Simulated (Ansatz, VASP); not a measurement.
## One calculation of Li5Ga, two programs

```xyz
6
Lattice="-3.8878 3.8878 2.5667 3.8878 -3.8878 2.5667 3.8878 3.8878 -2.5667" Properties=species:S:1:pos:R:3 pbc="T T T"
Li    0.0000    0.0000    2.5667
Li    2.4882    0.0000    0.0000
Li    5.2874    0.0000    0.0000
Li    0.0000    2.4882    0.0000
Li    0.0000    5.2874    0.0000
Ga    0.0000    0.0000    0.0000
```

Alike in both runs: functional PBE; k mesh 6 × 6 × 6; occupations gaussian, width 0.1 eV; no spin polarisation.

Ansatz relaxed the structure, and its values are those at the end. VASP's run is a single point on that final structure, the one shown.

```csv
,VASP,Ansatz
version,VASP 6.6.1,Ansatz 0.2.0
potentials or method,"VASP PAW PBE potentials, release 64 (Li_sv, Ga_d)","scalar-relativistic, plane waves, PAW"
plane-wave cutoff (eV),520,420
valence electrons in the cell,28,28
```

|  | VASP | Ansatz | Ansatz less VASP |
| --- | --- | --- | --- |
| gap on the k mesh at the Fermi level (eV) | none | none | - |
| rms of the force components (eV/Å) | 0.003 | 0.003 | 0.0000 |

A gap of «none» marks a metal or a gap that the smearing closes. With one functional, cell and mesh, what is left measures potentials, basis and numerics.
